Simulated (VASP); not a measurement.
Crystal: GaP.

```
CELL_PARAMETERS angstrom
0.00000 2.72525 2.72525
2.72525 0.00000 2.72525
2.72525 2.72525 0.00000
ATOMIC_POSITIONS crystal
Ga 0.00000 0.00000 0.00000
P 0.25000 0.25000 0.25000
```

```yaml
Program: VASP 6.6.1
Task: relaxation of cell and atoms
Functional: PBE
Potentials_or_basis: VASP PAW PBE potentials, release 64 (Ga_d, P)
Cutoff: 520 eV
k_mesh: 2 × 2 × 2
Occupations: gaussian, width 0.02 eV
Spin: no spin polarisation
```

At the start: pressure 9.4 GPa; volume 20.24 Å³/atom.

Problem. How do energy, volume and symmetry change on relaxing?

Solution. Over 6 steps the energy falls by 61.4 meV/atom and the volume is 22.55 Å³/atom (+11.4 %); space group F-43m (No. 216, to 0.05 Å).

Step by step:
| step | energy change (eV) | largest force (eV/Å) | pressure (GPa) | volume (Å³) |
| --- | --- | --- | --- | --- |
| 1 | 0.0000 | 0.0000 | 9.41 | 40.48 |
| 2 | -0.0905 | 0.0000 | -3.54 | 47.86 |
| 3 | -0.1228 | 0.0000 | 0.04 | 45.09 |
| 4 | -0.1227 | 0.0000 | -0.13 | 45.19 |
| 5 | -0.1228 | 0.0000 | 0.05 | 45.07 |
| 6 | -0.1228 | 0.0000 | 0.00 | 45.10 |

Final structure:
```
Ga P
1.0
     0.00000    2.82516    2.82516
     2.82516    0.00000    2.82516
     2.82516    2.82516    0.00000
Ga P
1 1
Cartesian
  0.0000 0.0000 0.0000
  1.4126 1.4126 1.4126
```

Caveat: the k mesh is coarse (spacing up to 1.00 Å⁻¹), so the values aren't converged; the volume moved by +11 % from the deposited cell, more than functionals usually miss.
